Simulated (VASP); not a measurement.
Data:

```
RhSi
1.0
    0.00000     2.62897     2.62897
    2.62897     0.00000     2.62897
    2.62897     2.62897     0.00000
Rh Si
1 1
Direct
  0.00000   0.00000   0.00000
  0.25000   0.25000   0.25000
```

Computed with PBEsol GGA, VASP's PBE PAW potentials (set 64) (plane waves; VASP). Numerical set-up: 400 eV cut-off, Gaussian smearing of 0.050 eV, potentials Rh_pv Si.

Question: Give the energies of bands 5 to 12 at the high-symmetry points, in eV from the Fermi level.

Answer: 
```csv
band,Γ,X,U,L,W
5,-3.98,-4.99,-4.49,-3.91,-4.26
6,-3.98,-2.46,-2.86,-3.65,-3.08
7,-3.98,-2.46,-2.79,-3.65,-3.02
8,-2.18,-2.18,-1.98,-1.89,-2.17
9,-2.18,-1.55,-1.96,-1.89,-0.90
10,6.96,-0.28,-0.59,-1.09,-0.76
11,6.96,1.12,0.74,4.30,0.12
12,6.96,1.12,2.33,4.30,1.83
```

It has no gap at this level: it comes out as a metal or semimetal.

The structure was generated: RhSi was put into the zinc blende type (F-43m), which need not be its known phase. It was relaxed first, which changed the volume by -27 %. The electron count is odd and the run is not spin-polarised, which forces a metal.
